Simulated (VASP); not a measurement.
Given:

```
PtS2
1.0
    1.77302    -3.07095     0.00000
    1.77302     3.07095     0.00000
    0.00000     0.00000     5.60377
Pt S
1 2
Direct
  0.00000   0.00000   0.00000
  0.33333   0.66667   0.22020
  0.66667   0.33333   0.77980
```

The numbers are results of r2SCAN meta-GGA with spin-orbit coupling, VASP's PBE PAW potentials (set 64) (plane waves; VASP), not measurements. Run with 400 eV cut-off, 7×7×4 Γ-centred mesh, Gaussian smearing of 0.050 eV, potentials Pt S.

Task: What does the run give for the energy per atom (σ→0), band gap (over mesh and band path) with the smallest direct gap where there is one?

Result: 
band gap (over mesh and band path): 1.36 eV
smallest direct gap (over mesh and band path): 1.55 eV
energy per atom (σ→0): -23.082 eV/atom

The compound is PtS2 in the 1T layered structure. It was relaxed first, which changed the volume by +12 %.
